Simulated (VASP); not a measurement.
Here is the system:

```yaml
crystal:
  lattice:
    - [4.34729, 0.00000, 0.00000]
    - [0.00000, 4.34729, 0.00000]
    - [0.00000, 0.00000, 4.34729]
  atoms:
    - { symbol: Cu, position: [0.75000, 0.25000, 0.75000] }
    - { symbol: Cu, position: [0.25000, 0.75000, 0.75000] }
    - { symbol: Cu, position: [0.75000, 0.75000, 0.25000] }
    - { symbol: Cu, position: [0.25000, 0.25000, 0.25000] }
    - { symbol: O, position: [0.00000, 0.00000, 0.00000] }
    - { symbol: O, position: [0.50000, 0.50000, 0.50000] }
```

Method: revPBE GGA, VASP's PBE PAW potentials (set 64) (plane waves; VASP). Settings: 520 eV cut-off, Gaussian smearing of 0.050 eV, potentials Cu O.

Problem. Give the energies of bands 18 to 31 at the high-symmetry points, in eV from the valence-band maximum.

Solution. 
| band | Γ | X | M | R |
|---|---|---|---|---|
| 18 | -1.74 | -1.85 | -1.99 | -1.77 |
| 19 | -1.74 | -1.84 | -1.76 | -1.77 |
| 20 | -1.61 | -1.84 | -1.76 | -1.60 |
| 21 | -1.61 | -1.71 | -1.75 | -1.60 |
| 22 | -1.61 | -1.71 | -1.75 | -1.60 |
| 23 | -1.45 | -1.55 | -1.34 | -1.49 |
| 24 | -1.45 | -1.55 | -1.34 | -1.49 |
| 25 | -1.45 | -1.10 | -1.11 | -0.93 |
| 26 | 0.00 | -1.10 | -1.11 | -0.52 |
| 27 | 0.00 | -0.35 | -0.60 | -0.52 |
| 28 | 0.00 | -0.35 | -0.60 | -0.52 |
| 29 | 0.41 | 2.13 | 1.91 | 2.57 |
| 30 | 1.46 | 2.13 | 1.91 | 2.57 |
| 31 | 1.46 | 4.28 | 3.75 | 2.57 |

The gap is direct, 0.41 eV, from the valence maximum at Γ to the conduction minimum at Γ.

Measured: gap 2.20 eV (computed value off by -1.79 eV), as given by Wei Chen et al., Physical Review Materials (2018), doi:10.1103/physrevmaterials.2.073803 [zero-point renormalisation of 0.03 eV added back (the table's ZPR column)].

The compound is Cu2O in the cuprite structure. It was relaxed first, which changed the volume by +6 %.
